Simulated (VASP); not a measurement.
InAs:

```xyz
2
Lattice="0.0000 3.0945 3.0945 3.0945 0.0000 3.0945 3.0945 3.0945 0.0000" Properties=species:S:1:pos:R:3 pbc="T T T"
In    0.0000    0.0000    0.0000
As    1.5472    1.5472    1.5472
```

| Property | Result |
| --- | --- |
| Program | VASP 6.6.1 |
| Task | relaxation of cell and atoms |
| Functional | PBEsol |
| Potentials or basis | VASP PAW PBE potentials, release 64 (In_d, As) |
| Cutoff | 600 eV |
| k mesh | 6 × 6 × 6 |
| Occupations | fermi-dirac, width 0.02 eV |
| Spin | no spin polarisation |

At the start: pressure -2.3 GPa; volume 29.63 Å³/atom.

Q: Where does the relaxation end?

A: Over 3 steps the energy falls by 10.2 meV/atom and the volume is 28.29 Å³/atom (-4.5 %); space group F-43m (No. 216, to 0.05 Å).

Step by step:
```csv
step,energy change (eV),largest force (eV/Å),pressure (GPa),volume (Å³)
1,0.0000,0.0000,-2.32,59.26
2,-0.0177,0.0000,0.97,55.66
3,-0.0203,0.0000,0.03,56.58
```

Final structure:
```
In As
1.0
     0.00000    3.04698    3.04698
     3.04698    0.00000    3.04698
     3.04698    3.04698    0.00000
In As
1 1
Direct
  0.00000 0.00000 0.00000
  0.25000 0.25000 0.25000
```

Caveat: the PAW data sets were made with another functional, which shifts forces and pressure a little.
